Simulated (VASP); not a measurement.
Input:

```yaml
crystal:
  lattice:
    - [0.00000, 1.93022, 1.93022]
    - [1.93022, 0.00000, 1.93022]
    - [1.93022, 1.93022, 0.00000]
  atoms:
    - { symbol: Ir, position: [0.00000, 0.00000, 0.00000] }
```

All values below come from rev-vdW-DF2, VASP's PBE PAW potentials (set 64) (plane waves; VASP). Settings: 520 eV cut-off, Gaussian smearing of 0.050 eV, potentials Ir.

Unless said otherwise, spin-orbit coupling is left out, though it shifts the bands of the heavy elements here.

### Question
What does the run give for the band gap (along the path) with the smallest direct gap where there is one?

### Answer

```
Property                                                     Result
-------------------------  ----------------------------------------
band gap (along the path)  none (metal, semimetal or under 0.01 eV)
```

Total energies compare only between runs with the same potentials, cut-off and functional.

The compound is Ir in the fcc structure. It was relaxed first.
